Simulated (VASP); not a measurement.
CdS (wurtzite):

```
CELL_PARAMETERS angstrom
      2.07000    -3.58534     0.00000
      2.07000     3.58534     0.00000
      0.00000     0.00000     6.72000
ATOMIC_POSITIONS crystal
  Cd 0.66667 0.33333 0.50000
  Cd 0.33333 0.66667 0.00000
  S  0.66667 0.33333 0.87700
  S  0.33333 0.66667 0.37700
```

The lowest empty band near Γ, direction in plane, from mBJ (TB09) with spin-orbit coupling in VASP (PAW); its two spin partners are averaged. The gap over the points computed is 2.72 eV, and the next band on that side lies 1.41 eV away at the edge.

Numerical set-up: 400 eV cut-off, 7×7×4 Γ-centred mesh, Gaussian smearing of 0.050 eV, potentials Cd S.

```tsv
distance from the edge in k (1/Å)	distance in energy (meV)
0.018	4.8
0.025	9.3
0.035	18.1
0.050	36.8
0.070	71.1
```

Problem. Fit E(1 + αE) = ħ²k²/2m* (ħ²/2m0 = 3.810 eV Å²) and predict the row at 0.095 1/Å.

Solution. Least squares on the energies gives the electron mass m* = 0.255 m0 and α = 0.39 per eV, and so 128.2 meV. The run gave 127.9 meV, -0.3 meV from the fit.

Left out are points under 3 meV from the edge, since the levels carry 0.1 meV, and points farther than half the way to the next band.

The compound is CdS in the wurtzite structure. The cell was not relaxed at this level.
